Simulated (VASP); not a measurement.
Given:

```
CELL_PARAMETERS angstrom
      5.32720     0.00000     0.00000
      0.00000     5.32720     0.00000
      0.00000     0.00000     5.32720
ATOMIC_POSITIONS crystal
  Fe 0.00000 0.50000 0.50000
  Fe 0.50000 0.00000 0.50000
  Fe 0.00000 0.00000 0.00000
  Fe 0.50000 0.50000 0.00000
  S  0.61792 0.88208 0.11792
  S  0.11792 0.61792 0.88208
  S  0.61792 0.61792 0.61792
  S  0.38208 0.38208 0.38208
  S  0.88208 0.11792 0.61792
  S  0.88208 0.38208 0.11792
  S  0.11792 0.88208 0.38208
  S  0.38208 0.11792 0.88208
```

The numbers are results of PBEsol GGA, VASP's PBE PAW potentials (set 64) (plane waves; VASP 6.6.1), not measurements. Settings: 400 eV cut-off, 7×7×7 Γ-centred mesh, Gaussian smearing of 0.010 eV, potentials Fe S.

Question: The job: FeS2 (pyrite), 12 atoms, PBEsol, optics run with many empty bands, 400 eV, 7×7×7 Γ-centred mesh. Roughly how much core time does it take on a busy server core?

Answer: About 3 core-minutes (one run on a shared machine, a rough figure). It had 24 irreducible k-points, 144 bands, up to 2777 plane waves and 15 electronic steps.

The compound is FeS2 in the pyrite structure. It was relaxed first, which changed the volume by -5 %.
